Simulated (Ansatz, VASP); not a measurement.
# Cross-check of Hf (Hafnium) between VASP and Ansatz, part 2 of 2

Aim: how closely do two programs agree when they are given the same cell, functional and k mesh? The structure shown is the end of the Ansatz relaxation below.

VASP 6.6.1 and Ansatz 0.2.0.

So far: Starting point; Ansatz: relaxation, LDA; VASP: single point, LDA, pair 1.

**3. VASP: single point, LDA, pair 1 (continued)**

Level of this step: LDA; plane waves and PAW (Hf_pv) (VASP).

Numbers of over 12 decimals in the logs are rounded to 6 here.

OUTCAR, selected parts (step 3):

```text
ion  position               nearest neighbor table
   1  0.333  0.667  0.250-   2 3.01   2 3.01   2 3.01   2 3.01   2 3.01   2 3.01
   2  0.667  0.333  0.750-   1 3.01   1 3.01   1 3.01   1 3.01   1 3.01   1 3.01

  LATTYP: Found a hexagonal cell.
 ALAT       =     3.1493801280
 C/A-ratio  =     1.5213303719

 Subroutine GETGRP returns: Found 24 space group operations
 (whereof 12 operations were pure point group operations)

The static configuration has the point symmetry D_3d.
 The point group associated with its full space group is D_6h.

 Found    135 irreducible k-points:

   k-points           NKPTS =    135   k-points in BZ     NKDIM =    135   number of bands    NBANDS=     16

   dimension x,y,z NGX =    24 NGY =   24 NGZ =   36
   dimension x,y,z NGXF=    48 NGYF=   48 NGZF=   72

   ENCUT  =  500.0 eV  36.75 Ry    6.06 a.u.   5.74  5.74  8.74*2*pi/ulx,y,z

   NELECT =      20.0000    total number of electrons

 k-points in reciprocal lattice and weights: Automatic mesh
   0.00000000  0.00000000  0.00000000       0.001
   0.06666667  0.00000000  0.00000000       0.003
   0.13333333  0.00000000  0.00000000       0.003
   0.20000000  0.00000000  0.00000000       0.003
   0.26666667  0.00000000  0.00000000       0.003
   0.33333333  0.00000000  0.00000000       0.003
   0.40000000  0.00000000  0.00000000       0.003
   0.46666667  0.00000000  0.00000000       0.003
   0.06666667  0.06666667  0.00000000       0.003
[...]
0.33333333  0.26666667  0.50000000       0.007
   0.33333333  0.33333333  0.50000000       0.001

 average (electrostatic) potential at core
       1 -36.8382       2 -36.8382

 E-fermi :   5.4441

 k-point     1 :       0.0000    0.0000    0.0000
  band No.  band energies     occupation
    ...
      4     -24.3870      2.00000
      5     -24.3870      2.00000
      6     -24.3361      2.00000
      7      -2.1823      2.00000
      8       1.4948      2.00000
      9       6.4184     -0.00000
     10       6.4184     -0.00000
     11       6.8992     -0.00000
     12       7.2352     -0.00000
     13       7.4423     -0.00000
    ...

 k-point     2 :       0.0667    0.0000    0.0000
  band No.  band energies     occupation
    ...
      4     -24.4190      2.00000
      5     -24.3900      2.00000
      6     -24.3448      2.00000
      7      -2.0364      2.00000
      8       1.6314      2.00000
      9       6.0722     -0.00008
     10       6.5539     -0.00000
     11       6.6116     -0.00000
     12       7.2887     -0.00000
     13       7.5124     -0.00000
    ...

 k-point     3 :       0.1333    0.0000    0.0000
  band No.  band energies     occupation
    ...
      5     -24.3991      2.00000
      6     -24.3707      2.00000
      7      -1.6140      2.00000
      8       2.0101      2.00000
      9       5.4677      0.80141
     10       5.8847     -0.00786
     11       6.9165     -0.00000
     12       6.9559     -0.00000
     13       7.2943     -0.00000
     14       7.3968     -0.00000
    ...

  Total       -0.0014732     -0.0014732      1.4057125     -0.0000000      0.0000000     -0.0000000
  in kB       -0.0573498     -0.0573498     54.7239796     -0.0000000      0.0000000     -0.0000000
  external PRESSURE =      18.2030933 kB  Pullay stress =       0.0000000 kB

  energy-cutoff  :      500.00
  volume of cell :       41.16
      direct lattice vectors                 reciprocal lattice vectors
     3.149380128  0.000000000  0.000000000     0.317522801  0.183321875  0.000000000
    -1.574690064  2.727443197  0.000000000     0.000000000  0.366643749  0.000000000
     0.000000000  0.000000000  4.791247642     0.000000000  0.000000000  0.208713904

 POSITION                                       TOTAL-FORCE (eV/Angst)
 -----------------------------------------------------------------------------------
      0.00000      1.81830      1.19781        -0.000000     -0.000000      0.000000
      1.57469      0.90915      3.59344         0.000000      0.000000      0.000000
 -----------------------------------------------------------------------------------
    total drift:                               -0.000002     -0.000004      0.000000

  FREE ENERGIE OF THE ION-ELECTRON SYSTEM (eV)
  ---------------------------------------------------
  free  energy   TOTEN  =       -21.3473503488 eV

  energy  without entropy=      -21.3517898771  energy(sigma->0) =      -21.34883019

 total charge
# of ion       s       p       d       tot
------------------------------------------
    1        0.418   6.415   1.691   8.523
    2        0.418   6.415   1.691   8.523
--------------------------------------------------
tot          0.836  12.829   3.382  17.047

[... 3 further parts left out ...]
```

Harder data sets than Hf_pv exist (the GW ones), and pressures, volumes and forces can shift noticeably with them.

**4. Differences**

Known differences besides the potentials themselves: the data sets hold 52 valence electrons in Ansatz (on its PAW soft_1 files) and 20 in VASP; the cutoff is 420 eV in Ansatz and 500 eV in VASP; VASP's log shows a relativistic correction to its local exchange, Ansatz's none; Ansatz's pressure holds a Pulay correction, VASP's none. Total energies have different zeros and are not compared.

Compared:

| quantity | Ansatz | VASP | difference |
| --- | --- | --- | --- |
| pressure (GPa) | 1.84 | 1.82 | +0.02 |

**5. Ansatz: relaxation, LDA**

This run makes the geometry at which the two programs are then compared. The cell compared in this pair holds 41.32 Å³, against 41.16 Å³ for the pair before.

The structure compared here is the end of the Ansatz relaxation.

Input file input.yaml:

```yaml
crystal:
  lattice:
    - [3.1300850785, 0.0, 0.0]
    - [-1.5650425393, 2.710733194, 0.0]
    - [0.0, 0.0, 4.8406419471]
  atoms:
    - { symbol: Hf, position: [0.3333333343, 0.6666666657, 0.25] }
    - { symbol: Hf, position: [0.6666666657, 0.3333333343, 0.75] }
kpoints:
  mp_grid: { grid: [15, 15, 8] }
hamiltonian:
  xc: lda
  pseudopotentials: { kind: paw, azcp: { folder: soft_1 }, xc_functional: pbe }
scf:
  occupations: { method: methfessel_paxton, width: 0.2 }
output:
  forces: true
  stress: true
  eigenvalues: true
relax:
  adjacent_minimum: "off"
  f_tol: 0.001
  max_steps: 60
  cell: { stress_tol: 0.01, fix: [c, angles] }
```

Started as:

```console
ansatz run input.yaml --threads 4 --pin off --max-ram 10240MiB --backend cpu --events-out ev --progress --plain --runs-dir out
```

The program printed:

```text
[...]
Crystal: 2 atoms, lattice volume = 41.072 Å³
Basis set: ecut = 420 eV, 797 PW (Γ)
Bands: 32, of which v1, the nominal top of the filled ones, is band 26 counted from 1 (25 counted from 0)
Symmetry: 8 space group operations
k-points: 320 of 1800
[...]
k-point 319: bands = [... 22 lower, 15.8031, 15.8031, 18.4057, 18.4057, 20.9552, 20.9552, 22.1004, 22.1004, ... 2 higher]
--- Relaxed structure (4 steps of the walk, 3 accepted, 1 SCFs on fresh bases) ---
[...]
cell:  # Å, volume = 41.3207 Å³
    - [3.139548, 2.895476422162989e-11, 0]
    - [-1.569774, 2.718928, 0]
    - [0, 0, 4.8406419471]
  atoms:
    - { symbol: Hf, position: [0.333333, 0.666667, 0.250000] }
    - { symbol: Hf, position: [0.666667, 0.333333, 0.750000] }
[key lines of the parts left out:]
SCF converged after 7 iterations
Free energy (F): -30954.975837 eV
Fermi energy:    19.506983 eV
P = ⅓ Tr σ = 1.2032 GPa (12.032 kbar)
```

**6. VASP: single point, LDA, pair 2**

The same cell, functional (in two slightly different forms), mesh and smearing now go to VASP, with its own data sets.

Input file INCAR:

```
SYSTEM = Hf
PREC = Accurate
ENCUT = 500
EDIFF = 1E-06
NELM = 120
ISMEAR = 1
SIGMA = 0.2
LREAL = .FALSE.
ALGO = Normal
GGA = PW92
NBANDS = 16
LASPH = .TRUE.
LORBIT = 11
LWAVE = .FALSE.
LCHARG = .FALSE.
ISIF = 2
GGA_COMPAT = .FALSE.
KPAR = 2
```

Input file POSCAR:

```
Hf
1.0
    3.1395478984      0.0000000000      0.0000000000
   -1.5697739492      2.7189282364      0.0000000000
    0.0000000000      0.0000000000      4.8406419471
Hf
2
Direct
    0.3333333346      0.6666666680      0.2500000000
    0.6666666680      0.3333333346      0.7500000000
```

Input file KPOINTS:

```
Automatic mesh
0
Gamma
15 15 8
0 0 0
```

Potentials, in the order of the species: Hf_pv (LDA family, release 64).

Started as:

```console
mpirun -np 2 vasp_std
```

The program printed:

```text
[banner, memory and clock lines left out]
running    2 mpi-ranks, on    1 nodes
[...]
[... a notice as in an earlier step ...]

 LDA part: xc-table for (Slater(with rela. corr.)+PW92), standard interpolation
 POSCAR, INCAR and KPOINTS ok, starting setup
[...]
entering main loop
       N       E                     dE             d eps       ncg     rms          rms(c)
DAV:   1     0.468399244182E+02    0.46840E+02   -0.11396E+04  4320   0.117E+03
DAV:   2    -0.205078888913E+02   -0.67348E+02   -0.65796E+02  5720   0.251E+02
DAV:   3    -0.220430315394E+02   -0.15351E+01   -0.15290E+01  5744   0.263E+01
DAV:   4    -0.220535934643E+02   -0.10562E-01   -0.10560E-01  5216   0.263E+00
[...]
DAV:  10    -0.213593253089E+02    0.35481E-05   -0.47656E-05  5040   0.496E-02    0.204E-01
DAV:  11    -0.213593219276E+02    0.33813E-05   -0.50957E-06  5400   0.152E-02    0.894E-03
DAV:  12    -0.213593218994E+02    0.28116E-07   -0.38851E-07  3016   0.449E-03
   1 F= -.21359322E+02 E0= -.21360743E+02  d E =0.426269E-02
```

From OUTCAR (step 6):

```text
  Total       -0.0023295     -0.0023295      0.9195419      0.0000000      0.0000000      0.0000000
  in kB       -0.0903236     -0.0903236     35.6544965      0.0000000      0.0000000      0.0000000
  external PRESSURE =      11.8246164 kB  Pullay stress =       0.0000000 kB

 POSITION                                       TOTAL-FORCE (eV/Angst)
 -----------------------------------------------------------------------------------
      0.00000      1.81262      1.21016        -0.000000      0.000000      0.000000
      1.56977      0.90631      3.63048         0.000000     -0.000000      0.000000
 -----------------------------------------------------------------------------------
    total drift:                               -0.000001     -0.000001      0.000000

  FREE ENERGIE OF THE ION-ELECTRON SYSTEM (eV)
  ---------------------------------------------------
  free  energy   TOTEN  =       -21.3593218994 eV

  energy  without entropy=      -21.3635845897  energy(sigma->0) =      -21.36074280

[... 1 part as in an earlier step ...]

[... 2 further parts left out ...]
[key lines of the parts left out:]
E-fermi :   5.4082
```

The run ends at a pressure of 1.18 GPa.

**7. Differences**

What differs besides the data sets and the points named for the pairs above, as far as they apply: the data sets hold 52 valence electrons in Ansatz (on its PAW soft_1 files) and 20 in VASP. Total energies have different zeros and are not compared.

The two programs side by side:

| quantity | Ansatz | VASP | difference |
| --- | --- | --- | --- |
| pressure (GPa) | 1.20 | 1.18 | +0.02 |

**8. What came out**

- difference in pressure (single point, LDA, pair 1): 0.021 GPa
- difference in pressure (single point, LDA, pair 2): 0.021 GPa

**Reading.** The difference in pressure is 0.021 GPa (single point, LDA, pair 1), within the 1 GPa picked in this series as the mark of a large difference. The data sets hold unlike numbers of valence electrons (52 in Ansatz and 20 in VASP), so part of the differences comes from the potentials. How closely two codes agree says nothing of how well the functional describes the real material.

[Lines on the potential files, build, host, timing and source positions are cut from VASP's logs without a mark.]

[Logs are printed without paths, hosts, clocks, repeated set-up lines and the standing remarks that a program may print on its own settings, such as how far it seeks lower states.]

[Hosts, paths, dates, database ids (printed as entryN), source tags and the programs' standing remarks are cut or masked in the printed files.]
